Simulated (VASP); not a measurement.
OSZICAR of a VASP run on BN (hex):

File OSZICAR:
```
       N       E                     dE             d eps       ncg     rms          rms(c)
DAV:   1     0.550191675827E+02    0.55019E+02   -0.85336E+03   576   0.124E+03
DAV:   2    -0.389010148705E+02   -0.93920E+02   -0.86608E+02   764   0.255E+02
DAV:   3    -0.425880732998E+02   -0.36871E+01   -0.36621E+01   700   0.537E+01
DAV:   4    -0.426226552709E+02   -0.34582E-01   -0.34537E-01   732   0.569E+00
DAV:   5    -0.426231243353E+02   -0.46906E-03   -0.46899E-03   732   0.653E-01    0.111E+01
DAV:   6    -0.390711289596E+02    0.35520E+01   -0.89313E+00   652   0.241E+01    0.491E+00
DAV:   7    -0.387006027008E+02    0.37053E+00   -0.49495E-01   724   0.569E+00    0.296E+00
DAV:   8    -0.385836600708E+02    0.11694E+00   -0.32553E-01   688   0.437E+00    0.373E-01
DAV:   9    -0.385804972663E+02    0.31628E-02   -0.11794E-02   696   0.952E-01    0.175E-01
DAV:  10    -0.385804758290E+02    0.21437E-04   -0.49101E-04   736   0.213E-01    0.282E-02
DAV:  11    -0.385804864343E+02   -0.10605E-04   -0.55958E-05   712   0.646E-02    0.186E-02
DAV:  12    -0.385804838911E+02    0.25432E-05   -0.14244E-05   700   0.309E-02    0.147E-03
DAV:  13    -0.385804839022E+02   -0.11168E-07   -0.48586E-07   432   0.597E-03
   1 F= -.38580484E+02 E0= -.38580484E+02  d E =-.385805E+02
```

Task: Which electronic solver shows in the log?

Result: It is blocked Davidson (ALGO = Normal, or the opening steps of other solvers). The INCAR had ALGO = Normal.

Task: Can the final energy be trusted as converged?

Result: Self-consistency was reached. It stopped with EDIFF = 1E-6, NELM = 100, NSW = 60 and EDIFFG = -0.02 after 1 ionic step (LDA (Ceperley-Alder, Perdew-Zunger), plane waves, VASP's LDA PAW potentials (set 64)).

The compound is BN in the hex structure. It was relaxed first. The start is the result of an earlier pass.
